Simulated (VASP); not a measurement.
A convergence study with VASP on CdS (wurtzite): one setting is varied, all else stays as given below, so the limit is that of these other settings.

```yaml
crystal:
  lattice:
    - [2.07000, -3.58534, 0.00000]
    - [2.07000, 3.58534, 0.00000]
    - [0.00000, 0.00000, 6.72000]
  atoms:
    - { symbol: Cd, position: [0.66667, 0.33333, 0.50000] }
    - { symbol: Cd, position: [0.33333, 0.66667, 0.00000] }
    - { symbol: S, position: [0.66667, 0.33333, 0.87700] }
    - { symbol: S, position: [0.33333, 0.66667, 0.37700] }
```

All values below come from PBE GGA, VASP's PBE PAW potentials (set 64) (plane waves; VASP). The tightest run used: 550 eV cut-off, 15×15×9 Γ-centred mesh, Gaussian smearing of 0.050 eV, potentials Cd S.

| setting | E (eV/atom) | pressure (GPa) | irreducible k-points |
|---|---|---|---|
| 1×1×1 mesh | -0.2893 | 21.63 | 1 |
| 2×2×1 mesh | -2.8722 | 3.66 | 2 |
| 4×4×2 mesh | -3.0553 | 2.93 | 8 |

**Question.** These are the cheaper rows. Estimate the results at 15×15×9 mesh, and how far the last row shown lies from them.

**Answer.** 
```json
[
 {"quantity": "E (eV/atom)", "tightest run": "-3.0641", "last row shown is off by": "0.0089"},
 {"quantity": "pressure (GPa)", "tightest run": "2.88", "last row shown is off by": "0.05"}
]
```

Left out are rungs that failed or repeat a setting and relaxations that didn't move; long series are thinned to 24 rows.

The compound is CdS in the wurtzite structure. The cell was not relaxed at this level.
